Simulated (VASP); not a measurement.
Consider the following.

```
CELL_PARAMETERS angstrom
      0.00000     1.78453     1.78453
      1.78453     0.00000     1.78453
      1.78453     1.78453     0.00000
ATOMIC_POSITIONS crystal
  C  0.00000 0.00000 0.00000
  C  0.25000 0.25000 0.25000
```

These are rev-vdW-DF2, VASP's PBE PAW potentials (set 64) (plane waves; VASP) values and carry that method's errors. Run with 520 eV cut-off, 13×13×13 Γ-centred mesh, Gaussian smearing of 0.050 eV, potentials C.

Q: Give the energy at these volumes per atom, relative to the lowest: 5.34, 5.51, 5.68, 5.85, 6.02 Å³.

A: 31.2, 7.5, 0.0, 6.5, 25.1 meV/atom. A third-order Birch-Murnaghan fit gives B0 = 437 GPa and B0′ = 3.7.

Measured: bulk modulus 455 GPa at 0 K (computed value off by -3.8 %), as given by Daniel Mejia-Rodriguez et al., Physical Review B (2018), arXiv:1807.09216 [0 K value with the zero-point phonon effect removed]; a 3.553 Å at 0 K (computed value off by +0.5 %), as given by Daniel Mejia-Rodriguez et al., Physical Review B (2018), arXiv:1807.09216 [static lattice: zero-point anharmonic expansion removed].

The compound is C in the diamond structure. It was relaxed first.
